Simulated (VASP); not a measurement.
Data:

```
CELL_PARAMETERS angstrom
      1.90969    -3.30768     0.00000
      1.90969     3.30768     0.00000
      0.00000     0.00000     5.02190
ATOMIC_POSITIONS crystal
  Pt 0.00000 0.00000 0.00000
  Se 0.33333 0.66667 0.26032
  Se 0.66667 0.33333 0.73968
```

The numbers are results of optB86b-vdW, VASP's PBE PAW potentials (set 64) (plane waves; VASP), not measurements. Run with 520 eV cut-off, 9×9×6 Γ-centred mesh, first-order Methfessel-Paxton smearing of 0.10 eV, potentials Pt Se.

Problem. The ions and cell shape at fixed volume are relaxed. What does this cell relax into?

Solution. 
```
CELL_PARAMETERS angstrom
      1.89197    -3.27700     0.00000
      1.89197     3.27700     0.00000
      0.00000     0.00000     5.11636
ATOMIC_POSITIONS crystal
  Pt 0.00000 0.00000 0.00000
  Se 0.33333 0.66667 0.25396
  Se 0.66667 0.33333 0.74604
```
Space group P-3m1 (164), at a tolerance of 0.03 Å.

Problem. How much energy does the relaxation gain?

Solution. The energy (σ→0) changes by -4.6 meV/atom, in 6 ionic steps.

The compound is PtSe2 in the 1T layered structure. This cell is one point of a volume scan, at 1.03 of the reference volume. Symmetry was kept, so distortions that lower it aren't found.
